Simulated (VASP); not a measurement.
Ti2BN, 4 atoms in the cell. The structure is trigonal, space group R-3m (No. 166). Conventional cell: a = 3.154 Å, b = 3.154 Å, c = 15.450 Å, α = 90.00°, β = 90.00°, γ = 120.00°. Ti (site symmetry 3m) has 3 B at 2.23 Å and 3 N at 2.23 Å as nearest neighbours. B (site symmetry -3m) has 6 Ti at 2.23 Å as nearest neighbours. N (site symmetry -3m) has 6 Ti at 2.23 Å as nearest neighbours. The cell was built by a generator and needn't be a form met in nature.

```yaml
Program: VASP 6.6.1
Task: relaxation of cell and atoms
Functional: PBE
Potentials_or_basis: VASP PAW PBE potentials, release 64 (Ti_sv, B, N)
Cutoff: 520 eV
k_mesh: 6 × 6 × 6
Occupations: gaussian, width 0.15 eV
Spin: no spin polarisation
Further_INCAR_settings: PREC = Normal; ALGO = Fast; EDIFF = 0.0001; IBRION = 2; EDIFFG = -0.08; NSW = 24; ISIF = 3
```

Potentials or basis: VASP PAW PBE potentials, release 64 (Ti_sv, B, N).

Run with:

```sh
$ cat potpaw_PBE.64/Ti_sv/POTCAR potpaw_PBE.64/B/POTCAR potpaw_PBE.64/N/POTCAR > POTCAR
$ mpirun -np 1 vasp_std > vasp.out
```

Hardware: 1 thread of Intel(R) Xeon(R) 6975P-C (Granite Rapids), with other jobs on the host.

Question: How long does it take, and how much memory?

Answer: It took 100 s on 1 thread of Intel(R) Xeon(R) 6975P-C (Granite Rapids) (shared host), peak memory 0.19 GiB. Counts: scf iterations 82, k points 32, ion steps 8.
